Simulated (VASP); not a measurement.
Crystal: In3SbO4.

```xyz
8
Lattice="-3.2400 3.2400 3.2400 3.2400 -3.2400 3.2400 3.2400 3.2400 -3.2400" Properties=species:S:1:pos:R:3 pbc="T T T"
In    0.0000    0.0000    3.2400
In    3.2400    0.0000    0.0000
In    0.0000    3.2400    0.0000
Sb    0.0000    0.0000    0.0000
O     1.0951    1.0951    1.0951
O     2.1449    2.1449   -2.1449
O    -2.1449    2.1449    2.1449
O     2.1449   -2.1449    2.1449
```

The cell was built by a generator and needn't be a form met in nature.

```yaml
Program: VASP 6.6.1
Task: relaxation of cell and atoms
Functional: PBE
Potentials_or_basis: VASP PAW PBE potentials, release 64 (In_d, Sb, O)
Cutoff: 520 eV
k_mesh: 3 × 3 × 3
Occupations: gaussian, width 0.15 eV
Spin: no spin polarisation
```

At the start: pressure 10.1 GPa; volume 17.01 Å³/atom.

Q: How do energy, volume and symmetry change on relaxing?

A: Over 8 steps the energy falls by 76.4 meV/atom and the volume is 20.11 Å³/atom (+18.3 %); space group I-43m (No. 217, to 0.05 Å).

Step by step:
```csv
step,energy change (eV),largest force (eV/Å),pressure (GPa),volume (Å³)
1,0.0000,0.4100,10.10,136.05
2,-0.1942,1.9375,-4.07,158.27
3,-0.3630,1.1306,1.17,148.42
4,-0.3615,1.2145,0.26,149.30
5,-0.3624,1.1792,0.46,148.92
6,-0.5469,0.6204,0.02,154.70
7,-0.6087,0.0978,0.19,159.54
8,-0.6112,0.0514,0.22,160.90
```

Final structure:
```
In Sb O
1.0
    -3.42634    3.42634    3.42634
     3.42634   -3.42634    3.42634
     3.42634    3.42634   -3.42634
In Sb O
3 1 4
Cartesian
  3.4263 3.4263 0.0000
  0.0000 3.4263 3.4263
  0.0000 3.4263 0.0000
  0.0000 6.8527 0.0000
  1.1075 1.1075 1.1075
  2.3189 2.3189 4.5338
  -2.3189 2.3189 2.3189
  2.3189 -2.3189 2.3189
```

Caveat: the k mesh is coarse (spacing up to 0.46 Å⁻¹), so the values aren't converged; the volume moved by over 15 % at a fixed basis, so the end points are rough; the relaxation stopped at a loose force limit of 0.08 eV/Å, so its end isn't a converged minimum.
